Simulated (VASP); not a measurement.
Cs2InAgBr6:

```
CELL_PARAMETERS angstrom
0.00000 5.61200 5.61200
5.61200 0.00000 5.61200
5.61200 5.61200 0.00000
ATOMIC_POSITIONS crystal
Cs 0.75000 0.75000 0.75000
Cs 0.25000 0.25000 0.25000
In 0.00000 0.00000 0.00000
Ag 0.50000 0.50000 0.50000
Br 0.75599 0.24400 0.24400
Br 0.24400 0.24400 0.75599
Br 0.24400 0.75599 0.75599
Br 0.24400 0.75599 0.24400
Br 0.75599 0.24400 0.75599
Br 0.75599 0.75599 0.24400
```

The cell comes from a database or a generator and needn't be the stable form of this composition.

- Program: VASP 6.6.1
- Task: relaxation of cell and atoms
- Functional: PBEsol
- Potentials or basis: VASP PAW PBE potentials, release 64 (Cs_sv, In_d, Ag, Br)
- Cutoff: 600 eV
- k mesh: 6 × 6 × 6
- Occupations: methfessel-paxton, width 0.1 eV
- Spin: no spin polarisation

At the start: pressure -1.8 GPa; volume 35.35 Å³/atom.

**Question.** Where does the relaxation end?

**Answer.** Over 6 steps the energy falls by 17.9 meV/atom and the volume is 32.49 Å³/atom (-8.1 %); space group Fm-3m (No. 225, to 0.05 Å).

The path:
```tsv
step	energy change (eV)	largest force (eV/Å)	pressure (GPa)	volume (Å³)
1	0.0000	0.0047	-1.85	353.49
2	-0.1516	0.1803	-0.44	333.02
3	-0.1586	0.2288	-0.01	328.11
4	-0.1715	0.1417	0.00	326.86
5	-0.1789	0.0207	0.04	324.57
6	-0.1792	0.0052	0.04	324.91
```

Final structure:
```yaml
crystal:
  lattice:
    - [0.00000, 5.45649, 5.45649]
    - [5.45649, 0.00000, 5.45649]
    - [5.45649, 5.45649, 0.00000]
  atoms:
    - { symbol: Cs, position: [0.75000, 0.75000, 0.75000] }
    - { symbol: Cs, position: [0.25000, 0.25000, 0.25000] }
    - { symbol: In, position: [0.00000, 0.00000, 0.00000] }
    - { symbol: Ag, position: [0.50000, 0.50000, 0.50000] }
    - { symbol: Br, position: [0.75326, 0.24674, 0.24674] }
    - { symbol: Br, position: [0.24674, 0.24674, 0.75326] }
    - { symbol: Br, position: [0.24674, 0.75326, 0.75326] }
    - { symbol: Br, position: [0.24674, 0.75326, 0.24674] }
    - { symbol: Br, position: [0.75326, 0.24674, 0.75326] }
    - { symbol: Br, position: [0.75326, 0.75326, 0.24674] }
```

Caveat: the PAW data sets were made with another functional, which shifts forces and pressure a little.
